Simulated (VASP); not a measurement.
Here is the system:

```
Bi2Te3
1.0
   10.03927    -2.17693    -0.01758
   10.03927     2.17693    -0.01758
    9.57377     0.00000     3.72413
Bi Te
2 3
Direct
  0.40022   0.40022   0.40022
  0.59978   0.59978   0.59978
  0.00000   0.00000   0.00000
  0.20881   0.20881   0.20881
  0.79119   0.79119   0.79119
```

Level of theory: LDA (Ceperley-Alder, Perdew-Zunger), VASP's LDA PAW potentials (set 64) (plane waves; VASP). Settings: 400 eV cut-off, Gaussian smearing of 0.050 eV, potentials Bi_d Te.

Unless said otherwise, spin-orbit coupling is left out, though it shifts the bands of the heavy elements here.

Give the energies of bands 16 to 27 at the high-symmetry points, in eV from the valence-band maximum.

```json
[
 {"band": "16", "Γ": "-2.43", "T": "-2.95", "H2": "-4.96", "L": "-5.57", "S0": "-4.98", "F": "-5.08"},
 {"band": "17", "Γ": "-2.15", "T": "-2.01", "H2": "-4.54", "L": "-3.55", "S0": "-4.64", "F": "-4.66"},
 {"band": "18", "Γ": "-1.88", "T": "-2.01", "H2": "-4.51", "L": "-3.42", "S0": "-4.39", "F": "-4.11"},
 {"band": "19", "Γ": "-1.88", "T": "-1.64", "H2": "-4.06", "L": "-3.37", "S0": "-4.17", "F": "-3.60"},
 {"band": "20", "Γ": "-1.85", "T": "-1.52", "H2": "-3.66", "L": "-3.34", "S0": "-3.23", "F": "-2.48"},
 {"band": "21", "Γ": "-1.85", "T": "-1.52", "H2": "-2.65", "L": "-3.11", "S0": "-3.12", "F": "-2.13"},
 {"band": "22", "Γ": "-0.95", "T": "-1.29", "H2": "-2.09", "L": "-2.58", "S0": "-1.69", "F": "-1.89"},
 {"band": "23", "Γ": "-0.95", "T": "-1.29", "H2": "-0.99", "L": "-0.96", "S0": "-1.48", "F": "-1.71"},
 {"band": "24", "Γ": "0.00", "T": "-0.49", "H2": "-0.79", "L": "-0.50", "S0": "-0.63", "F": "-0.93"},
 {"band": "25", "Γ": "0.14", "T": "0.79", "H2": "1.18", "L": "0.46", "S0": "1.02", "F": "0.78"},
 {"band": "26", "Γ": "0.50", "T": "1.07", "H2": "1.39", "L": "0.94", "S0": "2.02", "F": "1.47"},
 {"band": "27", "Γ": "0.50", "T": "1.07", "H2": "2.58", "L": "2.69", "S0": "2.07", "F": "2.07"}
]
```

The gap is direct, 0.14 eV, from the valence maximum at Γ to the conduction minimum at Γ.

The compound is Bi2Te3 in the tetradymite structure. It was relaxed first.
